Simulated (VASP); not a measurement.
A 63-atom supercell of CdTe (zinc blende) holds Te vacancy in charge state -1. It is relaxed twice, with the total moment held at 1 and at 3 μB. Calculation: PBE GGA, VASP's PBE PAW potentials (set 64) (plane waves; VASP 6.6.1). Settings: PREC = Normal, LREAL = Auto, ISYM = 0, NELECT = 571.0, EDIFF = 1E-5, 400 eV cut-off, 1×1×1 Γ-centred mesh, Gaussian smearing of 0.050 eV, potentials Cd Te.

The cell is charged, with a uniform compensating background. The supercell is sampled at Γ alone, which is coarse: total energies, pressure and levels can be off, energies of defects by several tenths of an eV.

Q: Which spin state lies lower, and by how much?

A: The state with 1 μB lies lower, by 1.24 eV.

The cell is a supercell with a defect, built from CdTe (zinc blende).
